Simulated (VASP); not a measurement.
An input for Quantum ESPRESSO's pw.x (written as the equivalent of a VASP run, and not itself run):

```
&CONTROL
  calculation = 'vc-relax'
  pseudo_dir = './pseudo'
  outdir = './out'
  tprnfor = .true.
  tstress = .true.
  nstep = 30
  forc_conv_thr = 0.00039
/
&SYSTEM
  ibrav = 0
  nat = 2
  ntyp = 1
  ecutwfc = 102
  occupations = 'smearing'
  smearing = 'methfessel-paxton'
  degauss = 0.00735
  input_dft = 'vdw-df-cx'
/
&ELECTRONS
  conv_thr = 7.3e-09
  electron_maxstep = 100
/
&IONS
/
&CELL
  cell_dofree = 'shape'
/
ATOMIC_SPECIES
  Cd 112.414 Cd.upf
CELL_PARAMETERS angstrom
     1.4907423   -2.5820417    0.0000000
     1.4907423    2.5820417    0.0000000
     0.0000000    0.0000000    5.5052119
ATOMIC_POSITIONS crystal
  Cd   0.3333330  0.6666670  0.2500000
  Cd   0.6666670  0.3333330  0.7500000
K_POINTS automatic
  14 14 7 0 0 0
```

Problem. Write the VASP files for the same calculation (vdW-DF-cx).

Solution. One answer among several that fit: 
### KPOINTS
```
Automatic mesh
0
Gamma
14 14 7
0 0 0
```

**POSCAR**
```
Cd
1
    1.4907422956    -2.5820416940     0.0000000000
    1.4907422956     2.5820416940     0.0000000000
    0.0000000000     0.0000000000     5.5052118944
Cd
2
Direct
  0.3333330000   0.6666670000   0.2500000000
  0.6666670000   0.3333330000   0.7500000000
```

### INCAR
```
SYSTEM = Cd
PREC = Accurate; ENCUT = 520; LREAL = F
LASPH = T
EDIFF = 1E-7; NELM = 100; ALGO = Normal
LMAXMIX = 4
ISMEAR = 1; SIGMA = 0.1
GGA = CX; LUSE_VDW = T; AGGAC = 0.0
IBRION = 2; NSW = 30; ISIF = 4
EDIFFG = -0.01
LWAVE = F; LCHARG = F
```

POTCAR, in this order: Cd (PBE.64 set). Program: vasp_std.

Limits of the translation: the potentials are each code's own (VASP's PAW set, PseudoDojo norm-conserving files in pw.x), so ENCUT and ecutwfc are chosen apart and not converted; conv_thr bounds pw.x's estimated SCF error, while EDIFF bounds the energy change between steps; forc_conv_thr acts on force components and is met together with etot_conv_thr.

The compound is Cd in the hcp structure. This run relaxes it. Symmetry was kept, so distortions that lower it aren't found.
